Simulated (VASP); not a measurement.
These are PBEsol GGA, VASP's PBE PAW potentials (set 64) (plane waves; VASP) values and carry that method's errors.

A VASP calculation is set up with these files.

### KPOINTS
```
Automatic mesh
0
Gamma
7 7 7
0 0 0
```

**INCAR**
```
SYSTEM = MnS
PREC = Accurate; ENCUT = 520; LREAL = .False.
LASPH = .True.
EDIFF = 1E-7; NELM = 100; ALGO = Normal
LMAXMIX = 4
ISMEAR = 0; SIGMA = 0.05
GGA = PS
MAGMOM = 4.0 -4.0 2*0.0
ISPIN = 2
IBRION = 2; NSW = 30; ISIF = 4
EDIFFG = -0.01
LWAVE = .False.; LCHARG = .False.; LORBIT = 10
```

POSCAR:
```
MnS
1.0
  5.0817902807   2.5346320985   2.5346320985
  2.5346320985   5.0817902807   2.5346320985
  2.5346320985   2.5346320985   5.0817902807
Mn S
2 2
Cart
  0.0000000000   0.0000000000   0.0000000000
  5.0755272388   5.0755272388   5.0755272389
  2.5377636194   2.5377636194   2.5377636194
  7.6132908583   7.6132908583   7.6132908583
```

POTCAR, in this order: Mn_pv S (PBE.64 set). Program: vasp_std.

What VASP printed:

File OSZICAR:
```
       N       E                     dE             d eps       ncg     rms          rms(c)
DAV:   1     0.384152443130E+03    0.38415E+03   -0.21495E+04  4256   0.181E+03
DAV:   2     0.399454190229E+01   -0.38016E+03   -0.37506E+03  4076   0.488E+02
DAV:   3    -0.311620900275E+02   -0.35157E+02   -0.34574E+02  5822   0.136E+02
DAV:   4    -0.323160355670E+02   -0.11539E+01   -0.11198E+01  4664   0.228E+01
DAV:   5    -0.323429976054E+02   -0.26962E-01   -0.26956E-01  5139   0.403E+00    0.169E+01
DAV:   6    -0.302406656878E+02    0.21023E+01   -0.30424E+01  5304   0.516E+01    0.158E+01
DAV:   7    -0.301004468082E+02    0.14022E+00   -0.30558E+00  5057   0.206E+01    0.866E+00
DAV:   8    -0.301145642789E+02   -0.14117E-01   -0.37828E-01  5464   0.516E+00    0.425E+00
DAV:   9    -0.300968437443E+02    0.17721E-01   -0.64051E-02  5381   0.252E+00    0.427E-01
DAV:  10    -0.300994048397E+02   -0.25611E-02   -0.15932E-02  5148   0.751E-01    0.217E-01
DAV:  11    -0.300994602674E+02   -0.55428E-04   -0.11308E-03  4838   0.303E-01    0.129E-01
DAV:  12    -0.300995023282E+02   -0.42061E-04   -0.34344E-04  4991   0.102E-01    0.899E-02
DAV:  13    -0.300995148460E+02   -0.12518E-04   -0.23563E-05  4482   0.347E-02    0.445E-02
DAV:  14    -0.300995170189E+02   -0.21729E-05   -0.92741E-06  4671   0.240E-02    0.128E-02
DAV:  15    -0.300995186417E+02   -0.16227E-05   -0.10346E-06  5013   0.936E-03    0.403E-03
DAV:  16    -0.300995186548E+02   -0.13155E-07   -0.94273E-08  2878   0.260E-03
   1 F= -.30099519E+02 E0= -.30099519E+02  d E =-.300995E+02  mag=    -0.0000
       N       E                     dE             d eps       ncg     rms          rms(c)
DAV:   1    -0.301006714303E+02   -0.11528E-02   -0.44200E-02  4146   0.177E+00    0.239E-01
DAV:   2    -0.301000672494E+02    0.60418E-03   -0.11180E-03  4626   0.342E-01    0.138E-01
DAV:   3    -0.300998703596E+02    0.19689E-03   -0.21576E-04  5574   0.157E-01    0.737E-02
DAV:   4    -0.300998406453E+02    0.29714E-04   -0.65568E-05  5370   0.631E-02    0.199E-02
DAV:   5    -0.300998410095E+02   -0.36415E-06   -0.29926E-06  4328   0.171E-02    0.125E-02
DAV:   6    -0.300998411163E+02   -0.10679E-06   -0.24489E-07  4115   0.394E-03    0.472E-03
DAV:   7    -0.300998411324E+02   -0.16104E-07   -0.51981E-08  3060   0.211E-03
   2 F= -.30099841E+02 E0= -.30099841E+02  d E =-.322478E-03  mag=     0.0000
       N       E                     dE             d eps       ncg     rms          rms(c)
DAV:   1    -0.301023661773E+02   -0.25251E-02   -0.12336E-01  4118   0.295E+00    0.398E-01
DAV:   2    -0.301006821604E+02    0.16840E-02   -0.31271E-03  4616   0.569E-01    0.230E-01
DAV:   3    -0.301001332044E+02    0.54896E-03   -0.60095E-04  5588   0.261E-01    0.123E-01
DAV:   4    -0.301000504227E+02    0.82782E-04   -0.18323E-04  5361   0.105E-01    0.332E-02
DAV:   5    -0.301000514110E+02   -0.98825E-06   -0.82261E-06  4862   0.281E-02    0.209E-02
DAV:   6    -0.301000516995E+02   -0.28850E-06   -0.68599E-07  4770   0.639E-03    0.791E-03
DAV:   7    -0.301000517336E+02   -0.34083E-07   -0.12758E-07  3718   0.300E-03
   3 F= -.30100052E+02 E0= -.30100052E+02  d E =-.533079E-03  mag=     0.0000
```

### OUTCAR
```
------------------------ aborting loop because EDIFF is reached ----------------------------------------
  FORCE on cell =-STRESS in cart. coord.  units (eV):
  Direction    XX          YY          ZZ          XY          YZ          ZX
  --------------------------------------------------------------------------------------
  Total       -1.0274743     -1.0274743     -1.0274743     -0.0002971     -0.0002971     -0.0002971
  in kB      -24.9953123    -24.9953123    -24.9953123     -0.0072284     -0.0072284     -0.0072284
  external PRESSURE =     -24.9953123 kB  Pullay stress =       0.0000000 kB
  volume of cell :       65.86
      direct lattice vectors                 reciprocal lattice vectors
     5.069749152  2.516511690  2.516511690     0.294100653 -0.097558962 -0.097558962
     2.516511690  5.069749152  2.516511690    -0.097558962  0.294100653 -0.097558962
     2.516511690  2.516511690  5.069749152    -0.097558962 -0.097558962  0.294100653
 POSITION                                       TOTAL-FORCE (eV/Angst)
 -----------------------------------------------------------------------------------
      0.00000      0.00000      0.00000         0.000000     -0.000000     -0.000000
      5.05139      5.05139      5.05139         0.000000     -0.000000      0.000000
      2.52569      2.52569      2.52569        -0.000000     -0.000000      0.000000
      7.57708      7.57708      7.57708        -0.000000      0.000000     -0.000000
 -----------------------------------------------------------------------------------
    total drift:                                0.000000     -0.000000     -0.000000
  FREE ENERGIE OF THE ION-ELECTRON SYSTEM (eV)
  ---------------------------------------------------
  free  energy   TOTEN  =       -30.1000517336 eV

  energy  without entropy=      -30.1000517336  energy(sigma->0) =      -30.10005173

 total charge

# of ion       s       p       d       tot
------------------------------------------
    1        0.226   6.184   4.978  11.388
    2        0.226   6.184   4.978  11.388
    3        1.320   2.399   0.000   3.719
    4        1.320   2.399   0.000   3.719
--------------------------------------------------
tot          3.093  17.168   9.955  30.215

 magnetization (x)

# of ion       s       p       d       tot
------------------------------------------
    1        0.015   0.015   4.060   4.090
    2       -0.015  -0.015  -4.060  -4.090
    3        0.000   0.000   0.000   0.000
    4        0.000   0.000   0.000   0.000
--------------------------------------------------
tot          0.000   0.000   0.000   0.000

 reached required accuracy - stopping structural energy minimisation
```
(Selected blocks of OUTCAR.)

**CONTCAR**
```
MnS
   1.00000000000000
     5.0697491521237952    2.5165116897708777    2.5165116897708777
     2.5165116897708777    5.0697491521237952    2.5165116897708777
     2.5165116897708777    2.5165116897708777    5.0697491521237952
  Mn              S
     2     2
Direct
     0.0000000000000000    0.0000000000000000    0.0000000000000000
     0.5000000000000000    0.5000000000000000    0.5000000000000000
     0.2500000000000000    0.2500000000000000    0.2500000000000000
     0.7500000000000000    0.7500000000000000    0.7500000000000000
```

**OUTCAR**
```
 val. band max:        7.0170817799   @ k =   0.4286   0.4286   0.4286

 cond. band min:       7.5893233335   @ k =   0.4286  -0.0000  -0.0000


 Fermi energy:         7.2954203422

 spin component 1

 k-point     1 :       0.0000    0.0000    0.0000
  band No.  band energies     occupation
      1     -43.0051      1.00000
      2     -43.0051      1.00000
      3     -43.0043      1.00000
      4     -38.6634      1.00000
      5     -38.6634      1.00000
      6     -38.6375      1.00000
      7      -7.5440      1.00000
      8      -5.9766      1.00000
      9       0.1479      1.00000
     10       2.7005      1.00000
     11       2.7005      1.00000
     12       4.2731      1.00000
     13       4.2731      1.00000
     14       4.4897      1.00000
     15       5.5202      1.00000
     16       5.5202      1.00000
     17       5.6219      1.00000
     18       5.6676      1.00000
     19       5.6676      1.00000
     20       8.0745      0.00000
     21       8.0745      0.00000
     22       8.2343      0.00000
     23       9.8621      0.00000

 k-point     2 :       0.1429   -0.0000   -0.0000
  band No.  band energies     occupation
      1     -43.0068      1.00000
      2     -43.0056      1.00000
      3     -43.0041      1.00000
      4     -38.6656      1.00000
      5     -38.6639      1.00000
      6     -38.6372      1.00000
      7      -7.3391      1.00000
      8      -5.9305      1.00000
      9       0.4336      1.00000
     10       2.4974      1.00000
     11       2.7442      1.00000
     12       3.6586      1.00000
     13       4.0596      1.00000
     14       4.3583      1.00000
     15       4.5101      1.00000
     16       5.1700      1.00000
     17       5.2787      1.00000
     18       5.9104      1.00000
     19       6.4806      1.00000
     20       8.0191      0.00000
     21       8.2784      0.00000
     22       8.2890      0.00000
     23       9.0692      0.00000
...
```

The compound is MnS in the rock salt, AFM-II order structure. This cell is one point of a volume scan, at 1.03 of the reference volume. Symmetry was kept, so distortions that lower it aren't found.
